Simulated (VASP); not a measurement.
Method: G0W0 on PBE orbitals, VASP's PBE PAW potentials (set 64) (plane waves; VASP 6.6.1).

VASP input:

File POSCAR:
```
SrO
1.0
  0.0000000000   2.5800000000   2.5800000000
  2.5800000000   0.0000000000   2.5800000000
  2.5800000000   2.5800000000   0.0000000000
Sr O
1 1
Cartesian
  0.0000000000   0.0000000000   0.0000000000
  2.5800000000   2.5800000000   2.5800000000
```

### INCAR
```
ALGO = EVGW0
ENCUT = 500
ENCUTGW = 150
GGA = PE
ISMEAR = 0
LASPH = .True.
LCHARG = .False.
LREAL = .False.
LSPECTRALGW = .True.
LWAVE = .False.
NBANDS = 64
NBANDSGW = 16
NELMGW = 1
NOMEGA = 64
PREC = Normal
SIGMA = 0.01
SYSTEM = SrO
```

File KPOINTS:
```
Automatic mesh
0
Gamma
4 4 4
0 0 0
```

POTCAR, in this order: Sr_sv_GW O_GW_new (PBE.64 set). Program: vasp_std. Read from the step before: WAVECAR, WAVEDER.

Output of the run:

File OSZICAR:
```
energies w=
    0.000    0.000    0.844    0.000    1.687    0.000    2.525    0.000
    3.359    0.000    4.185    0.000    5.002    0.000    5.811    0.000
    6.609    0.000    7.397    0.000    8.173    0.000    8.939    0.000
    9.695    0.000   10.440    0.000   11.176    0.000   11.904    0.000
   12.624    0.000   13.337    0.000   14.045    0.000   14.749    0.000
   15.450    0.000   16.150    0.000   16.850    0.000   17.552    0.000
   18.258    0.000   18.970    0.000   19.688    0.000   20.416    0.000
   21.156    0.000   21.910    0.000   22.680    0.000   23.470    0.000
   24.283    0.000   25.121    0.000   25.989    0.000   26.891    0.000
   27.832    0.000   28.818    0.000   29.853    0.000   30.946    0.000
   32.105    0.000   33.339    0.000   34.659    0.000   36.079    0.000
   37.614    0.000   39.283    0.000   41.108    0.000   43.117    0.000
   45.344    0.000   47.831    0.000   50.632    0.000   53.815    0.000
   57.468    0.000   61.708    0.000   66.694    0.000   72.644    0.000
   79.871    0.000   88.832    0.000  100.232    0.000  115.212    0.000
  135.745    0.000  165.576    0.000  212.769    0.000  298.485    0.000
NQ=   1    0.0000    0.0000    0.0000,
 performed         73000 updates of chi_q(r,r)
NQ=   2    0.2500    0.0000    0.0000,
 performed        220000 updates of chi_q(r,r)
NQ=   3    0.5000    0.0000    0.0000,
 performed        330000 updates of chi_q(r,r)
NQ=   4    0.2500    0.2500    0.0000,
 performed        463000 updates of chi_q(r,r)
NQ=   5    0.5000    0.2500    0.0000,
 performed        643000 updates of chi_q(r,r)
NQ=   6   -0.2500    0.2500    0.0000,
 performed        802000 updates of chi_q(r,r)
NQ=   7    0.5000    0.5000    0.0000,
 performed        904000 updates of chi_q(r,r)
NQ=   8   -0.2500    0.5000    0.2500,
 performed       1039000 updates of chi_q(r,r)
 resolving degeneracies of screened two electron integrals
```

OUTCAR:
```


 k-point   1 :       0.0000    0.0000    0.0000
  band No.  KS-energies  QP-energies   sigma(KS)   V_xc(KS)     V^pw_x(r,r')   Z            occupation Imag(sigma)

      1     -28.9002     -30.1633     -19.3479     -17.3744     -28.9614       0.6400       2.0000       0.9796
      2     -11.5863     -12.9944     -21.4464     -19.2996     -30.6742       0.6559       2.0000       0.8718
      3     -10.5420     -12.5636     -19.4391     -16.8853     -23.3550       0.7916       2.0000       0.2399
      4     -10.5420     -12.5636     -19.4391     -16.8853     -23.3550       0.7916       2.0000       0.2399
      5     -10.5420     -12.5636     -19.4391     -16.8853     -23.3550       0.7916       2.0000       0.2399
      6       3.4603       2.7890     -19.6126     -18.7008     -24.0268       0.7362       2.0000       0.1467
      7       3.4603       2.7890     -19.6126     -18.7008     -24.0268       0.7362       2.0000       0.1467
      8       3.4603       2.7890     -19.6126     -18.7008     -24.0268       0.7362       2.0000       0.1467
      9       7.3871       8.0732      -8.9764      -9.8103      -5.4118       0.8227       0.0000      -0.0857
     10       9.6889      10.8942      -9.1382     -10.6182      -5.1189       0.8144       0.0000      -0.1076
     11       9.6889      10.8942      -9.1382     -10.6182      -5.1189       0.8144       0.0000      -0.1076
     12       9.6889      10.8942      -9.1382     -10.6182      -5.1189       0.8144       0.0000      -0.1076
     13      11.8364      13.3695     -10.3271     -12.2104      -6.3081       0.8140       0.0000      -0.1042
     14      11.8364      13.3695     -10.3271     -12.2104      -6.3081       0.8140       0.0000      -0.1042
     15      15.8578      16.0847      -6.2881      -6.5529      -1.4523       0.8569       0.0000      -0.5972
     16      26.4064      27.9939      -9.8989     -11.8380      -4.2248       0.8186       0.0000      -0.9735

 k-point   2 :       0.2500    0.0000    0.0000
  band No.  KS-energies  QP-energies   sigma(KS)   V_xc(KS)     V^pw_x(r,r')   Z            occupation Imag(sigma)

      1     -28.8347     -30.0922     -19.3992     -17.4298     -28.9886       0.6385       2.0000       0.9529
      2     -12.5073     -14.0595     -19.9462     -17.6436     -27.5934       0.6741       2.0000       0.6680
      3     -10.5826     -12.6063     -19.4035     -16.8383     -23.3013       0.7889       2.0000       0.2259
      4     -10.5826     -12.6063     -19.4035     -16.8383     -23.3013       0.7889       2.0000       0.2259
      5      -9.7842     -11.5527     -20.8543     -18.4972     -26.4253       0.7503       2.0000       0.4358
      6       2.2083       1.3324     -17.2562     -16.0685     -21.3296       0.7375       2.0000       0.1660
      7       2.8646       2.1197     -18.7542     -17.7399     -23.1164       0.7343       2.0000       0.1574
      8       2.8646       2.1197     -18.7542     -17.7399     -23.1164       0.7343       2.0000       0.1574
      9       9.4294      10.5651     -10.9476     -12.3764      -7.4092       0.7949       0.0000      -0.1040
     10       9.6305      10.4563      -9.1223     -10.1430      -5.2781       0.8090       0.0000      -0.1069
     11      10.8011      12.1252      -9.6712     -11.3185      -5.5237       0.8038       0.0000      -0.1259
     12      10.8011      12.1252      -9.6712     -11.3185      -5.5237       0.8038       0.0000      -0.1259
     13      13.2294      14.9244     -11.4493     -13.5841      -7.3117       0.7940       0.0000      -0.1292
     14      13.2294      14.9244     -11.4493     -13.5841      -7.3117       0.7940       0.0000      -0.1292
     15      18.8306      19.8081      -7.6762      -8.8229      -2.8072       0.8524       0.0000      -0.6411
     16      22.7272      23.8682      -8.1486      -9.5226      -3.1382       0.8304       0.0000      -0.6532

 k-point   3 :       0.5000    0.0000    0.0000
  band No.  KS-energies  QP-energies   sigma(KS)   V_xc(KS)     V^pw_x(r,r')   Z            occupation Imag(sigma)

      1     -28.7679     -30.0220     -19.4522     -17.4875     -29.0173       0.6383       2.0000       0.9238
      2     -13.0775     -14.6347     -19.4022     -17.0849     -26.8424       0.6720       2.0000       0.6353
      3     -10.6221     -12.6430     -19.3677     -16.7934     -23.2496       0.7850       2.0000       0.2115
      4     -10.6221     -12.6430     -19.3677     -16.7934     -23.2496       0.7850       2.0000       0.2115
      5      -9.3779     -11.0833     -21.3144     -19.0106     -27.1660       0.7403       2.0000       0.4683
      6       1.3364       0.3430     -16.2478     -14.8849     -20.3736       0.7290       2.0000       0.1982
      7       2.3701       1.5697     -18.2064     -17.1100     -22.6025       0.7301       2.0000       0.1726
      8       2.3701       1.5697     -18.2064     -17.1100     -22.6025       0.7301       2.0000       0.1726
      9      10.0031      11.3220     -12.0866     -13.7757      -8.5225       0.7808       0.0000      -0.1187
     10      11.7985      12.4128      -8.3250      -9.0909      -4.1987       0.8020       0.0000      -0.1539
     11      12.2911      13.8571     -10.9817     -12.9815      -6.6595       0.7831       0.0000      -0.1666
     12      12.2911      13.8571     -10.9817     -12.9815      -6.6595       0.7831       0.0000      -0.1666
     13      15.3258      17.3270     -12.5292     -15.1208      -7.9292       0.7722       0.0000      -0.2032
     14      15.3258      17.3270     -12.5292     -15.1208      -7.9292       0.7722       0.0000      -0.2032
     15      18.1477      19.7549     -10.8540     -12.8926      -5.7652       0.7884       0.0000      -0.4647
     16      18.7622      19.5977      -7.8466      -8.8557      -3.1637       0.8280       0.0000      -0.4012

 k-point   4 :       0.2500    0.2500    0.0000
  band No.  KS-energies  QP-energies   sigma(KS)   V_xc(KS)     V^pw_x(r,r')   Z            occupation Imag(sigma)

      1     -28.8143     -30.0739     -19.4175     -17.4474     -28.9983       0.6394       2.0000       0.9507
      2     -12.3103     -13.8634     -20.1041     -17.8045     -27.8015       0.6754       2.0000       0.6769
      3     -10.7218     -12.7485     -19.2864     -16.7137     -23.2521       0.7878       2.0000       0.2615
      4     -10.7218     -12.7485     -19.2864     -16.7137     -23.2521       0.7878       2.0000       0.2615
      5     -10.0358     -11.8173     -20.6378     -18.2484     -26.1542       0.7456       2.0000       0.4213
      6       2.1523       1.2832     -17.7704     -16.5801     -22.0947       0.7301       2.0000       0.1758
      7       3.3238       2.6150     -19.3310     -18.3716     -23.6854       0.7387       2.0000       0.1473
      8       3.3238       2.6150     -19.3310     -18.3716     -23.6854       0.7387       2.0000       0.1473
      9       7.8712       8.7753      -8.4131      -9.5132      -4.5975       0.8217       0.0000      -0.0955
     10       9.3781      10.2811      -9.6736     -10.7886      -5.9229       0.8100       0.0000      -0.0999
     11      11.9217      13.3747     -10.1992     -12.0310      -5.9067       0.7932       0.0000      -0.1501
     12      11.9217      13.3747     -10.1992     -12.0310      -5.9067       0.7932       0.0000      -0.1501
     13      12.6050      14.2383     -10.5701     -12.5873      -6.4543       0.8096       0.0000      -0.1120
     14      13.8292      15.5097     -12.4123     -14.5838      -8.1463       0.7739       0.0000      -0.1859
     15      20.0061      20.9030      -7.2277      -8.3030      -2.3654       0.8340       0.0000      -0.6556
     16      22.4647      23.8667      -9.0933     -10.7936      -4.0374       0.8245       0.0000      -0.6367

 k-point   5 :       0.5000    0.2500    0.0000
  band No.  KS-energies  QP-energies   sigma(KS)   V_xc(KS)     V^pw_x(r,r')   Z            occupation Imag(sigma)

      1     -28.7489     -30.0122     -19.4713     -17.5043     -29.0278       0.6422       2.0000       0.9296
      2     -12.5896     -14.1741     -19.7621     -17.4276     -27.1757       0.6787       2.0000       0.6505
      3     -10.9741     -13.0087     -19.0757     -16.4729     -23.1533       0.7817       2.0000       0.2895
      4     -10.7630     -12.7919     -19.2523     -16.6679     -23.2059       0.7851       2.0000       0.2499
      5      -9.9627     -11.7131     -20.8230     -18.4644     -26.6680       0.7421       2.0000       0.4831
      6       2.2678       1.3674     -17.5465     -16.3280     -21.6933       0.7390       2.0000       0.1657
      7       2.7408       1.9506     -18.5347     -17.4604     -22.8261       0.7355       2.0000       0.1577
      8       2.8643       2.1076     -18.8074     -17.7759     -23.1733       0.7336       2.0000       0.1572
      9       8.4824       9.4663      -9.3898     -10.6035      -5.7032       0.8106       0.0000      -0.0986
     10      11.0334      12.1785     -10.6012     -12.0548      -6.6356       0.7878       0.0000      -0.1389
     11      12.5591      14.1187     -11.3291     -13.3044      -7.1530       0.7895       0.0000      -0.1434
     12      13.1026      14.7421     -10.9870     -13.0803      -6.5560       0.7832       0.0000      -0.1844
     13      14.5081      16.3974     -11.5873     -13.9871      -7.1517       0.7873       0.0000      -0.1649
     14      15.6851      17.1357     -10.6472     -12.4947      -5.9150       0.7851       0.0000      -0.3251
     15      17.0475      18.2888      -9.6133     -11.1547      -4.8564       0.8053       0.0000      -0.3389
     16      19.5722      20.5594      -8.5021      -9.6945      -3.6079       0.8280       0.0000      -0.5060

 k-point   6 :      -0.2500    0.2500    0.0000
  band No.  KS-energies  QP-energies   sigma(KS)   V_xc(KS)     V^pw_x(r,r')   Z            occupation Imag(sigma)

      1     -28.7698     -30.0256     -19.4530     -17.4860     -29.0176       0.6385       2.0000       0.9317
      2     -12.7210     -14.2750     -19.7275     -17.4145     -27.2533       0.6719       2.0000       0.6493
      3     -10.9627     -13.0034     -19.0605     -16.4619     -23.0919       0.7853       2.0000       0.2938
      4     -10.6254     -12.6456     -19.3643     -16.7889     -23.2517       0.7844       2.0000       0.2148
      5      -9.6485     -11.3908     -21.0481     -18.7100     -26.7736       0.7452       2.0000       0.4486
...
```
(Selected blocks of OUTCAR.)

The mesh is coarse and the basis finite, so the quasiparticle values are not converged.

The compound is SrO in the rock salt structure. The cell was not relaxed at this level. The k-mesh is coarse (spacing up to 0.53 per Å, 2π included), so the numbers may not be converged in it.
